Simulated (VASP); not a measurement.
All values below come from PBEsol GGA, VASP's PBE PAW potentials (set 64) (plane waves; VASP).

The input files of a VASP run:

INCAR:
```
SYSTEM = Si3N4
PREC = Accurate
ENCUT = 400
EDIFF = 1E-6
NELM = 100
ALGO = Normal
LREAL = Auto
LASPH = .TRUE.
ISMEAR = 0
SIGMA = 0.01
GGA = PS
LWAVE = .FALSE.
LCHARG = .FALSE.
ISIF = 2
```

File POSCAR:
```
Si3N4
1
    7.6045400000     0.0000000000     0.0000000000
   -3.8022700000     6.5857250000     0.0000000000
    0.0000000000     0.0000000000     2.9052000000
Si N
6 8
Direct
  0.2310800000   0.8249500000   0.7500000000
  0.7689200000   0.1750500000   0.2500000000
  0.4061300000   0.2310800000   0.2500000000
  0.5938700000   0.7689200000   0.7500000000
  0.1750500000   0.4061300000   0.7500000000
  0.8249500000   0.5938700000   0.2500000000
  0.3333330000   0.6666670000   0.7500000000
  0.6666670000   0.3333330000   0.2500000000
  0.9691900000   0.6698500000   0.7500000000
  0.0308100000   0.3301500000   0.2500000000
  0.2993400000   0.9691900000   0.2500000000
  0.7006600000   0.0308100000   0.7500000000
  0.3301500000   0.2993400000   0.7500000000
  0.6698500000   0.7006600000   0.2500000000
```

File KPOINTS:
```
kpoints
0
gamma
 3 3 6
0 0 0
```

POTCAR, in this order: Si N (PBE.64 set). Program: vasp_std.

The resulting files:

File OSZICAR:
```
       N       E                     dE             d eps       ncg     rms          rms(c)
DAV:   1     0.252637509616E+03    0.25264E+03   -0.27755E+04   968   0.120E+03
DAV:   2    -0.115555613652E+03   -0.36819E+03   -0.35241E+03  1248   0.264E+02
DAV:   3    -0.135795459136E+03   -0.20240E+02   -0.20122E+02  1152   0.707E+01
DAV:   4    -0.136162018467E+03   -0.36656E+00   -0.36529E+00  1192   0.981E+00
DAV:   5    -0.136172209508E+03   -0.10191E-01   -0.10185E-01  1152   0.152E+00    0.291E+01
DAV:   6    -0.120734173779E+03    0.15438E+02   -0.61409E+01  1136   0.316E+01    0.134E+01
DAV:   7    -0.120476147723E+03    0.25803E+00   -0.27452E+00  1240   0.672E+00    0.644E+00
DAV:   8    -0.120374470683E+03    0.10168E+00   -0.17273E-01  1136   0.206E+00    0.176E+00
DAV:   9    -0.120365084572E+03    0.93861E-02   -0.30972E-02  1152   0.898E-01    0.294E-01
DAV:  10    -0.120366785233E+03   -0.17007E-02   -0.29990E-03  1144   0.257E-01    0.115E-01
DAV:  11    -0.120367003128E+03   -0.21789E-03   -0.45829E-04  1176   0.108E-01    0.255E-02
DAV:  12    -0.120367028144E+03   -0.25016E-04   -0.28042E-05  1208   0.235E-02    0.736E-03
DAV:  13    -0.120367041985E+03   -0.13842E-04   -0.14598E-05  1128   0.149E-02    0.610E-03
DAV:  14    -0.120367043203E+03   -0.12175E-05   -0.12196E-06   896   0.465E-03    0.221E-03
DAV:  15    -0.120367043397E+03   -0.19385E-06   -0.56560E-07   800   0.305E-03
   1 F= -.12036704E+03 E0= -.12036704E+03  d E =-.259643E-48
```

### OUTCAR
```
------------------------ aborting loop because EDIFF is reached ----------------------------------------
  FORCE on cell =-STRESS in cart. coord.  units (eV):
  Direction    XX          YY          ZZ          XY          YZ          ZX
  --------------------------------------------------------------------------------------
  Total       -1.7356992     -1.7356993     -1.8378177     -0.0000002     -0.0000000      0.0000000
  in kB      -19.1131585    -19.1131595    -20.2376670     -0.0000020     -0.0000000      0.0000000
  external PRESSURE =     -19.4879950 kB  Pullay stress =       0.0000000 kB
  volume of cell :      145.50
      direct lattice vectors                 reciprocal lattice vectors
     7.604540000  0.000000000  0.000000000     0.131500393  0.075921785  0.000000000
    -3.802270000  6.585725000  0.000000000     0.000000000  0.151843571  0.000000000
     0.000000000  0.000000000  2.905200000     0.000000000  0.000000000  0.344210381
 POSITION                                       TOTAL-FORCE (eV/Angst)
 -----------------------------------------------------------------------------------
     -1.37943      5.43289      2.17890         0.036124      0.035478     -0.000000
      5.18170      1.15283      0.72630        -0.036124     -0.035478      0.000000
      2.20980      1.52183      0.72630        -0.012663      0.049023      0.000000
      1.59247      5.06390      2.17890         0.012663     -0.049023     -0.000000
     -0.21304      2.67466      2.17890        -0.048787      0.013545     -0.000000
      4.01531      3.91106      0.72630         0.048787     -0.013545      0.000000
     -0.00000      4.39049      2.17890        -0.000000      0.000000      0.000000
      3.80227      2.19524      0.72630        -0.000000      0.000000     -0.000000
      4.82329      4.41145      2.17890         0.022239     -0.002648     -0.000000
     -1.02102      2.17428      0.72630        -0.022239      0.002648     -0.000000
     -1.40878      6.38282      0.72630         0.013413      0.017935     -0.000000
      5.21105      0.20291      2.17890        -0.013413     -0.017935      0.000000
      1.37247      1.97137      2.17890        -0.008826      0.020583     -0.000000
      2.42980      4.61435      0.72630         0.008826     -0.020583     -0.000000
 -----------------------------------------------------------------------------------
    total drift:                                0.000000     -0.000000      0.000000
  FREE ENERGIE OF THE ION-ELECTRON SYSTEM (eV)
  ---------------------------------------------------
  free  energy   TOTEN  =      -120.3670433968 eV

  energy  without entropy=     -120.3670433968  energy(sigma->0) =     -120.36704340
```
(Selected blocks of OUTCAR.)

At this cut-off the stress carries a Pulay error, which pulls relaxed volumes low.

The structure comes from a computed database's Si3N4 entry; how it stands against other phases isn't given here. The cell was not relaxed at this level.
